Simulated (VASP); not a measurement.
# Yb (relaxed from the simple-cubic structure, space group Pm-3m): computed properties

All values below come from r2SCAN meta-GGA, VASP's PBE PAW potentials (set 64) (plane waves; VASP 6.6.1).

```yaml
space_group: Pm-3m (221)
cell: a = b = c = 3.342 Å, α = β = γ = 90.00°
volume_per_atom: 37.34 Å³/atom
band gap (over mesh and band path): none (metal, semimetal or under 0.01 eV)
density: 7.70 g/cm³
```

Yb is modelled in the cubic space group Pm-3m (No. 221), the simple cubic structure, Pearson symbol cP1. Conventional cell: a = b = c = 3.3425 Å, α = β = γ = 90.00°. Yb on 1a is surrounded by 6 Yb at 3.342 Å (octahedral). (Neighbours: up to the widest gap in distance over summed covalent radii, below 1.35, at either atom.)

The 4f electrons are frozen in the core of the lanthanide potential, so 4f levels, which can set the real gap, and their magnetism are missing.

The structure was generated: Yb was put into the simple-cubic type (Pm-3m), which need not be its known phase. It was relaxed first, which changed the volume by -19 %. Symmetry was kept, so distortions that lower it aren't found.
